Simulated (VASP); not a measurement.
Given:

```yaml
crystal:
  lattice:
    - [1.87986, -3.25601, 0.00000]
    - [1.87986, 3.25601, 0.00000]
    - [0.00000, 0.00000, 6.06087]
  atoms:
    - { symbol: Pt, position: [0.00000, 0.00000, 0.00000] }
    - { symbol: Se, position: [0.33333, 0.66667, 0.21486] }
    - { symbol: Se, position: [0.66667, 0.33333, 0.78514] }
```

Calculation: PBE GGA, VASP's PBE PAW potentials (set 64) (plane waves; VASP). Numerical set-up: 480 eV cut-off, 6×6×4 Γ-centred mesh, Gaussian smearing of 0.050 eV, potentials Pt Se.

Without a dispersion term in the relaxation, distances and binding between the weakly bound layers, chains or molecules are unreliable, and so is what depends on them.

Each relaxation starts from this cell; other phases were not tried.

Q: The cell is relaxed at 1 GPa. What happens?

A: The volume per atom goes from 24.73 to 21.64 Å³ (-12.5 %), and the cell becomes a = 3.7728 Å, b = 3.7728 Å, c = 5.2673 Å, α = 90.00°, β = 90.00°, γ = 120.00°, space group P-3m1. The gap on the mesh, 0.93 eV at the start, closes.

Q: The cell is relaxed at 5 GPa. What happens?

A: The volume per atom goes from 24.73 to 19.63 Å³ (-20.6 %), and the cell becomes a = b = 3.761 Å, c = 4.806 Å, α = β = 90.00°, γ = 120.00°, space group P-3m1. The gap on the mesh, 0.93 eV at the start, closes.

Failed runs are left out, and for metals the shear rows, which the mesh's noise covers.

The compound is PtSe2 in the 1T layered structure.
